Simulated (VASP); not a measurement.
Here is the system:

```xyz
6
Lattice="4.5376 0.0000 0.0000 0.0000 4.5376 0.0000 0.0000 0.0000 3.0289" Properties=species:S:1:pos:R:3 pbc="T T T"
Mg     4.5376     0.0000     0.0000
Mg     2.2688     2.2688     1.5145
H      1.3805     1.3805     3.0289
H      3.6493     0.8883     1.5145
H      0.8883     3.6493     1.5145
H      3.1571     3.1571     0.0000
```

Level of theory: revPBE GGA, VASP's PBE PAW potentials (set 64) (plane waves; VASP). Numerical set-up: 520 eV cut-off, 6×6×8 Γ-centred mesh, tetrahedra with Blöchl corrections, potentials Mg H.

Question: What does the run give for the energy per atom (σ→0)?

Answer: 
energy per atom (σ→0): -2.902 eV/atom

The compound is MgH2 in the rutile structure. It was relaxed first.
